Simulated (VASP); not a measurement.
```
CELL_PARAMETERS angstrom
      1.66232    -5.12823     0.00000
      1.66232     5.12823     0.00000
      0.00000     0.00000     4.41006
ATOMIC_POSITIONS crystal
  P  0.10170 0.89830 0.91940
  P  0.39830 0.60170 0.41940
  P  0.60170 0.39830 0.58060
  P  0.90548 0.10888 0.08060
```

All values below come from PBE GGA, VASP's PBE PAW potentials (set 64) (plane waves; VASP 6.6.1). Settings: 400 eV cut-off, 6×6×5 Γ-centred mesh, Gaussian smearing of 0.050 eV, potentials P.

Give the force on each atom (eV/Å).

```tsv
atom	Fx	Fy	Fz
P1	0.024	-0.385	-0.168
P2	0.211	0.385	-0.160
P3	0.018	-0.386	0.168
P4	-0.254	0.386	0.159
```

Give the stress tensor in GPa (positive for a compressed cell).

```
 1.04  -0.18   0.58
-0.18   6.13   0.00
 0.58   0.00   0.87
```
The pressure is its mean diagonal, 2.68 GPa.

The compound is P in the black structure. The cell was not relaxed at this level, atoms are displaced from their ideal sites. The k-mesh is coarse (spacing up to 0.33 per Å, 2π included), so the numbers may not be converged in it. The run is one of a series of settings (EDIFF = 1E-8 against the base run), some of them coarse on purpose.
